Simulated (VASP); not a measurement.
A VASP calculation is set up with these files.

### KPOINTS
```
Automatic mesh
0
Gamma
9 9 5
0 0 0
```

**INCAR**
```
# general
SYSTEM  = GaN
PREC    = Accurate
ENCUT   = 520   # plane-wave cut-off (eV)
LREAL   = .FALSE.   # projection in real space or not
LASPH   = .TRUE.   # aspherical one-centre terms

# electronic loop
EDIFF   = 1E-6
NELM    = 100
ALGO    = Normal   # blocked Davidson
LMAXMIX = 4   # l cut-off of mixed one-centre charges

# smearing
ISMEAR  = 0   # Gaussian
SIGMA   = 0.05   # width (eV)

# functional
GGA     = PE   # PBE

# ions
IBRION  = 2   # conjugate gradients
NSW     = 60   # most ionic steps
ISIF    = 3   # ions, shape and volume
EDIFFG  = -0.01   # ionic stop

# output
LWAVE   = .FALSE.
LCHARG  = .FALSE.
```

**POSCAR**
```
GaN
1
    3.2175612989     0.0000000000     0.0000000000
   -1.6087806494     2.7864902430     0.0000000000
    0.0000000000    -0.0000000000     5.2430923564
Ga N
2 2
Direct
  0.3333330000   0.6666670000   0.9991461193
  0.6666670000   0.3333330000   0.4991461193
  0.3333330000   0.6666670000   0.3758538807
  0.6666670000   0.3333330000   0.8758538807
```

POTCAR, in this order: Ga_d N (PBE.64 set). Program: vasp_std.

Q: Translate this PBE calculation to Ansatz.

A: One equivalent input (not run):
Ansatz 0.2 input:
```yaml
crystal:
  lattice:
    - [3.2175613, 0.0000000, 0.0000000]
    - [-1.6087806, 2.7864902, 0.0000000]
    - [0.0000000, 0.0000000, 5.2430924]
  atoms:
    - { symbol: Ga, position: [0.3333330, 0.6666670, 0.9991461] }
    - { symbol: Ga, position: [0.6666670, 0.3333330, 0.4991461] }
    - { symbol: N, position: [0.3333330, 0.6666670, 0.3758539] }
    - { symbol: N, position: [0.6666670, 0.3333330, 0.8758539] }
kpoints:
  mp_grid: { grid: [9, 9, 5] }
hamiltonian:
  xc: pbe
  pseudopotentials: { kind: paw }
scf:
  occupations: { method: gaussian, width: 0.05 }
  max_iter: 100
relax:
  max_steps: 60
  f_tol: 0.01
  cell: {}
output: { forces: true, stress: true, eigenvalues: true }
```
The two are equivalent in intent, not identical: each code has its own PAW files, so the cut-off isn't converted (ENCUT is set for VASP's; basis.ecutwfc is left out, and Ansatz then takes the one that its files recommend); Ansatz stops its SCF on the density residual and VASP on the energy change (EDIFF).

The structure was generated: GaN was put into the wurtzite type (P6_3mc), which need not be its known phase. This run relaxes it. Symmetry was kept, so distortions that lower it aren't found. The start is the result of an earlier pass.
